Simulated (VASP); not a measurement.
Given:

```
Si
1.0
    0.00000     2.71550     2.71550
    2.71550     0.00000     2.71550
    2.71550     2.71550     0.00000
Si
2
Direct
  0.00000   0.00000   0.00000
  0.25000   0.25000   0.25000
```

The numbers are results of LDA (Ceperley-Alder, Perdew-Zunger), VASP's LDA PAW potentials (set 64) (plane waves; VASP 6.6.1), not measurements. Settings: 400 eV cut-off, 8×8×8 Γ-centred mesh, Gaussian smearing of 0.050 eV, potentials Si.

Task: The ions, cell shape and volume are relaxed. Give the cell that the relaxation ends in.

Result: 
```
Si
1.0
    0.00000     2.70147     2.70147
    2.70147     0.00000     2.70147
    2.70147     2.70147     0.00000
Si
2
Direct
  0.00000   0.00000   0.00000
  0.25000   0.25000   0.25000
```
Space group Fd-3m (227), at a tolerance of 0.03 Å.

Task: How do energy and volume change from the first to the last step?

Result: The energy (σ→0) changes by -1.4 meV/atom and the volume by -1.5 %, in 3 ionic steps.

The compound is Si in the diamond structure. This run relaxes it. Symmetry was kept, so distortions that lower it aren't found.
